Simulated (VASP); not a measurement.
```
ZrS2
1.0
    1.82026    -3.15277     0.00000
    1.82026     3.15277     0.00000
    0.00000     0.00000     5.79918
Zr S
1 2
Direct
  0.00000   0.00000   0.00000
  0.33333   0.66667   0.24926
  0.66667   0.33333   0.75074
```

Level of theory: MS2 meta-GGA, VASP's PBE PAW potentials (set 64) (plane waves; VASP 6.6.1). Numerical set-up: 520 eV cut-off, 6×6×4 Γ-centred mesh, Gaussian smearing of 0.050 eV, potentials Zr_sv S.

Energy and stress use the plane-wave basis of the starting cell.

The ions, cell shape and volume are relaxed. Give the cell that the relaxation ends in.

```
ZrS2
1.0
    1.83726    -3.18222     0.00000
    1.83726     3.18222     0.00000
    0.00000     0.00000     6.16935
Zr S
1 2
Cartesian
  0.00000   0.00000   0.00000
  1.83726   1.06074   1.44488
  1.83726  -1.06074   4.72447
```
Space group P-3m1 (164), at a tolerance of 0.03 Å.

How do energy and volume change from the first to the last step?

The energy (σ→0) changes by -9.8 meV/atom and the volume by +8.4 %, in 14 ionic steps.

The compound is ZrS2 in the 1T layered structure. This run relaxes it. Symmetry was kept, so distortions that lower it aren't found.
